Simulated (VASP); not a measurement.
Method: optB88-vdW, VASP's PBE PAW potentials (set 64) (plane waves; VASP).

The input files of a VASP run:

### KPOINTS
```
Automatic mesh
0
Gamma
15 15 8
0 0 0
```

### POSCAR
```
Tc
1.0
  1.3897009698  -2.4070330898   0.0000000000
  1.3897009698   2.4070330898   0.0000000000
  0.0000000000   0.0000000000   4.4407828094
Tc
2
Direct
  0.3333330000   0.6666670000   0.2500000000
  0.6666670000   0.3333330000   0.7500000000
```

**INCAR**
```
SIGMA = 0.1   # width (eV)
EDIFFG = -0.01   # ionic stop
LCHARG = .False.
EDIFF = 1E-7
GGA = BO
ALGO = Normal   # blocked Davidson
PARAM2 = 0.22
LASPH = .True.   # aspherical one-centre terms
ISMEAR = 1   # Methfessel-Paxton
PARAM1 = 0.1833333333
SYSTEM = Tc
NSW = 30
ENCUT = 520   # plane-wave cut-off (eV)
ISIF = 4   # ions and shape, fixed volume
LMAXMIX = 4   # l cut-off of mixed one-centre charges
LWAVE = .False.
NELM = 100
IBRION = 2
LUSE_VDW = .True.
AGGAC = 0.0
LREAL = .False.
PREC = Accurate
```

POTCAR, in this order: Tc_pv (PBE.64 set). Program: vasp_std.

Problem. Predict the energy per atom (σ→0), band gap (on the k-mesh).

Solution. 
```yaml
energy per atom (σ→0): -7.267 eV/atom
band gap (on the k-mesh): none (metal, semimetal or under 0.01 eV)
```

**OSZICAR**
```
...
   2 F= -.14534577E+02 E0= -.14534892E+02  d E =-.918658E-04
       N       E                     dE             d eps       ncg     rms          rms(c)
DAV:   1    -0.145348245706E+02   -0.24736E-03   -0.10728E-02  4598   0.894E-01    0.869E-02
DAV:   2    -0.145346419136E+02    0.18266E-03   -0.30900E-04  4999   0.151E-01    0.379E-02
DAV:   3    -0.145346006564E+02    0.41257E-04   -0.14663E-04  5488   0.828E-02    0.514E-03
DAV:   4    -0.145346008776E+02   -0.22118E-06   -0.30170E-06  4638   0.181E-02    0.159E-03
DAV:   5    -0.145346008383E+02    0.39266E-07   -0.15678E-07  3069   0.268E-03
   3 F= -.14534601E+02 E0= -.14534926E+02  d E =-.115454E-03
```

The compound is Tc in the hcp structure. This cell is one point of a volume scan, at 1.03 of the reference volume. Symmetry was kept, so distortions that lower it aren't found.
